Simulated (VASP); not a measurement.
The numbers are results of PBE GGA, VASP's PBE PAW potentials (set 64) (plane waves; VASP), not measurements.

VASP ran on this input.

### INCAR
```
SYSTEM = CrI3
PREC = Accurate; ENCUT = 400; LREAL = F
LASPH = T
EDIFF = 1E-6; NELM = 100; ALGO = Normal
LMAXMIX = 4
ISMEAR = 0; SIGMA = 0.05
GGA = PE
MAGMOM = 2*3.0 6*-0.1
ISPIN = 2
LWAVE = F; LCHARG = T; LORBIT = 10
```

File POSCAR:
```
CrI3
6.9927520
  0.9999999438   0.0000000480   0.0000000000
 -0.5000001404   0.8660255287   0.0000000000
  0.0000000000   0.0000000000   2.4230404233
Cr I
2 6
Cartesian
  0.0000000000   0.0000000000   1.2115207992
 -0.0000006124   0.5773506572   1.2115196240
  0.3206597527   0.5993033674   0.9884513495
 -0.1793414365   0.8440726583   0.9884513495
 -0.1413171532   0.2886742139   0.9884513495
  0.1793409383   0.8440720006   1.4345890738
 -0.3206578163   0.5993026617   1.4345890738
  0.1413180408   0.2886755773   1.4345890738
```

**KPOINTS**
```
Automatic mesh
0
Gamma
4 4 1
0 0 0
```

POTCAR, in this order: Cr_pv I (PBE.64 set). Program: vasp_std.

The resulting files:

File OSZICAR:
```
       N       E                     dE             d eps       ncg     rms          rms(c)
DAV:   1     0.432181812470E+03    0.43218E+03   -0.23812E+04   800   0.954E+02
DAV:   2     0.169275742533E+02   -0.41525E+03   -0.40423E+03   902   0.233E+02
DAV:   3    -0.318775974534E+02   -0.48805E+02   -0.48415E+02   804   0.745E+01
DAV:   4    -0.339093383284E+02   -0.20317E+01   -0.20254E+01   920   0.173E+01
DAV:   5    -0.339492915815E+02   -0.39953E-01   -0.39924E-01   950   0.253E+00    0.165E+01
DAV:   6    -0.352768767634E+02   -0.13276E+01   -0.35053E+01   808   0.434E+01    0.246E+01
DAV:   7    -0.314891156020E+02    0.37878E+01   -0.16331E+01   792   0.442E+01    0.906E+00
DAV:   8    -0.316705231978E+02   -0.18141E+00   -0.26429E+00   704   0.679E+00    0.387E+00
DAV:   9    -0.316313184619E+02    0.39205E-01   -0.42896E-01   788   0.555E+00    0.245E+00
DAV:  10    -0.316125560503E+02    0.18762E-01   -0.11586E-01   726   0.277E+00    0.120E+00
DAV:  11    -0.316154343661E+02   -0.28783E-02   -0.15989E-02   808   0.880E-01    0.675E-01
DAV:  12    -0.316276382389E+02   -0.12204E-01   -0.30479E-03   756   0.291E-01    0.501E-01
DAV:  13    -0.316395248589E+02   -0.11887E-01   -0.56953E-04   788   0.149E-01    0.323E-01
DAV:  14    -0.316562939977E+02   -0.16769E-01   -0.70679E-04   756   0.122E-01    0.135E-01
DAV:  15    -0.316629193082E+02   -0.66253E-02   -0.37953E-04   788   0.148E-01    0.537E-02
DAV:  16    -0.316645633583E+02   -0.16441E-02   -0.12709E-04   864   0.506E-02    0.239E-02
DAV:  17    -0.316663095900E+02   -0.17462E-02   -0.98495E-05   732   0.439E-02    0.343E-02
DAV:  18    -0.316663087212E+02    0.86887E-06   -0.16596E-05   630   0.192E-02    0.319E-02
DAV:  19    -0.316663437631E+02   -0.35042E-04   -0.31610E-06   648   0.615E-03    0.140E-02
DAV:  20    -0.316664028622E+02   -0.59099E-04   -0.54384E-06   634   0.109E-02    0.369E-03
DAV:  21    -0.316664348241E+02   -0.31962E-04   -0.14374E-06   504   0.505E-03    0.418E-03
DAV:  22    -0.316664657312E+02   -0.30907E-04   -0.92683E-07   528   0.277E-03    0.380E-03
DAV:  23    -0.316664867581E+02   -0.21027E-04   -0.28553E-07   486   0.167E-03    0.367E-03
DAV:  24    -0.316664987063E+02   -0.11948E-04   -0.22926E-07   474   0.184E-03    0.689E-04
DAV:  25    -0.316665026841E+02   -0.39777E-05   -0.12358E-07   470   0.927E-04    0.412E-04
DAV:  26    -0.316665036504E+02   -0.96637E-06   -0.21572E-08   376   0.593E-04
   1 F= -.31666504E+02 E0= -.31666504E+02  d E =-.204298E-14  mag=     6.0000
```

**OUTCAR**
```
------------------------ aborting loop because EDIFF is reached ----------------------------------------
  FORCE on cell =-STRESS in cart. coord.  units (eV):
  Direction    XX          YY          ZZ          XY          YZ          ZX
  --------------------------------------------------------------------------------------
  Total       -0.1712854     -0.1712855     -0.1532906      0.0000000      0.0000000      0.0000000
  in kB       -0.3824681     -0.3824682     -0.3422870      0.0000001      0.0000000      0.0000000
  external PRESSURE =      -0.3690744 kB  Pullay stress =       0.0000000 kB
  volume of cell :      717.52
      direct lattice vectors                 reciprocal lattice vectors
     6.992751607  0.000000336  0.000000000     0.143005219  0.082564113  0.000000000
    -3.496376982  6.055901748  0.000000000    -0.000000008  0.165128170  0.000000000
     0.000000000  0.000000000 16.943720766     0.000000000  0.000000000  0.059018914
 POSITION                                       TOTAL-FORCE (eV/Angst)
 -----------------------------------------------------------------------------------
      0.00000      0.00000      8.47186         0.000000      0.000000     -0.000000
     -0.00000      4.03727      8.47186         0.000000     -0.000000     -0.000000
      2.24229      4.19078      6.91200        -0.005571      0.009649     -0.011828
     -1.25409      5.90239      6.91200        -0.005571     -0.009649     -0.011828
     -0.98820      2.01863      6.91200         0.011141      0.000000     -0.011828
      1.25409      5.90239     10.03173         0.005571     -0.009649      0.011828
     -2.24228      4.19077     10.03173         0.005571      0.009649      0.011828
      0.98820      2.01864     10.03173        -0.011141     -0.000000      0.011828
 -----------------------------------------------------------------------------------
    total drift:                               -0.007602      0.004389      0.000000
  FREE ENERGIE OF THE ION-ELECTRON SYSTEM (eV)
  ---------------------------------------------------
  free  energy   TOTEN  =       -31.6665036504 eV

  energy  without entropy=      -31.6665036504  energy(sigma->0) =      -31.66650365

 total charge

# of ion       s       p       d       tot
------------------------------------------
    1        0.245   6.212   4.034  10.491
    2        0.245   6.212   4.034  10.491
    3        1.512   2.767   0.022   4.300
    4        1.512   2.767   0.022   4.300
    5        1.512   2.767   0.022   4.300
    6        1.512   2.767   0.022   4.300
    7        1.512   2.767   0.022   4.300
    8        1.512   2.767   0.022   4.300
--------------------------------------------------
tot          9.564  29.023   8.198  46.784

 magnetization (x)

# of ion       s       p       d       tot
------------------------------------------
    1        0.036   0.033   2.939   3.008
    2        0.036   0.033   2.939   3.008
    3       -0.002  -0.071   0.005  -0.067
    4       -0.002  -0.071   0.005  -0.067
    5       -0.002  -0.071   0.005  -0.067
    6       -0.002  -0.071   0.005  -0.067
    7       -0.002  -0.071   0.005  -0.067
    8       -0.002  -0.071   0.005  -0.067
--------------------------------------------------
tot          0.062  -0.356   5.907   5.613
```
(Selected blocks of OUTCAR.)

The cell holds a wide vacuum, so values per volume refer to the whole cell.

The cell is a sheet with vacuum, built from a generated structure.
